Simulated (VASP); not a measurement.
Data:

```
Sn
1.0
    5.23496     0.00000     0.00000
   -2.61748     4.53361     0.00000
    0.00000     0.00000     3.18399
Sn
3
Direct
  0.00000   0.00000   0.00000
  0.33333   0.66667   0.50000
  0.66667   0.33333   0.50000
```

Method: PBE GGA, VASP's PBE PAW potentials (set 64) (plane waves; VASP). Numerical set-up: 300 eV cut-off, 6×6×8 Γ-centred mesh, Fermi-Dirac smearing of 0.10 eV, potentials Sn_d.

Task: Give the energies of bands 16 to 24 at the high-symmetry points, in eV from the Fermi level.

Result: 
```csv
band,Γ,M,K,A,L,H
16,-11.65,-9.72,-9.07,-8.30,-6.74,-6.12
17,-5.49,-9.71,-9.07,-7.11,-6.02,-6.12
18,-5.17,-6.50,-9.07,-2.02,-5.85,-5.63
19,-2.80,-4.84,-1.20,-1.16,-4.34,-4.56
20,-2.80,1.38,-0.92,-0.98,-2.53,-3.68
21,-2.66,1.52,-0.92,-0.62,-1.73,-3.68
22,-2.66,2.87,4.95,-0.62,-1.68,1.53
23,3.19,3.12,4.95,-0.41,0.11,2.81
24,6.82,4.44,5.54,0.78,3.93,2.81
```

It has no gap at this level: it comes out as a metal or semimetal.

The structure was generated: Sn was put into an ordered model structure, which need not be its known phase. The cell was not relaxed at this level.
